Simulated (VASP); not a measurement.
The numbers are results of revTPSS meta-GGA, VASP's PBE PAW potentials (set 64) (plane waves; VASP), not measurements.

Input for VASP

### INCAR
```
SYSTEM = KI
PREC = Accurate; ENCUT = 520; LREAL = F
LASPH = T
EDIFF = 1E-7; NELM = 100; ALGO = Normal
LMAXMIX = 4; LMIXTAU = T
ISMEAR = 0; SIGMA = 0.05
METAGGA = RTPSS
ISIF = 2
LWAVE = F; LCHARG = F
```

File POSCAR:
```
KI
1
    0.0000000000     3.5523543219     3.5523543219
    3.5523543219     0.0000000000     3.5523543219
    3.5523543219     3.5523543219     0.0000000000
K I
1 1
Direct
  0.0000000000   0.0000000000   0.0000000000
  0.5000000000   0.5000000000   0.5000000000
```

### KPOINTS
```
Automatic mesh
0
Gamma
7 7 7
0 0 0
```

POTCAR, in this order: K_sv I (PBE.64 set). Program: vasp_std.

Unless said otherwise, spin-orbit coupling is left out, though it shifts the bands of the heavy elements here.

Q: Estimate the energy per atom (σ→0), band gap (on the k-mesh).

A: 
The energy per atom (σ→0) is 6901 meV/atom. The band gap (on the k-mesh) comes out as 4.31 eV.

### OSZICAR
```
...
DAV:  16     0.138025942225E+02   -0.96415E-04   -0.20488E-04   664   0.168E-01    0.486E-02
DAV:  17     0.138025850385E+02   -0.91840E-05   -0.17779E-05   792   0.462E-02    0.666E-02
DAV:  18     0.138025852322E+02    0.19366E-06   -0.56410E-06   560   0.361E-02    0.125E-02
DAV:  19     0.138025813404E+02   -0.38918E-05   -0.42698E-06   572   0.304E-02    0.442E-03
DAV:  20     0.138025796200E+02   -0.17204E-05   -0.95734E-07   692   0.149E-02    0.687E-03
DAV:  21     0.138025790750E+02   -0.54507E-06   -0.10234E-07   500   0.442E-03    0.227E-03
DAV:  22     0.138025790175E+02   -0.57450E-07   -0.34882E-08   332   0.197E-03
   1 F= 0.13802579E+02 E0= 0.13802579E+02  d E =-.482731E-11
```

The compound is KI in the rock salt structure. This cell is one point of a volume scan, at 0.97 of the reference volume.
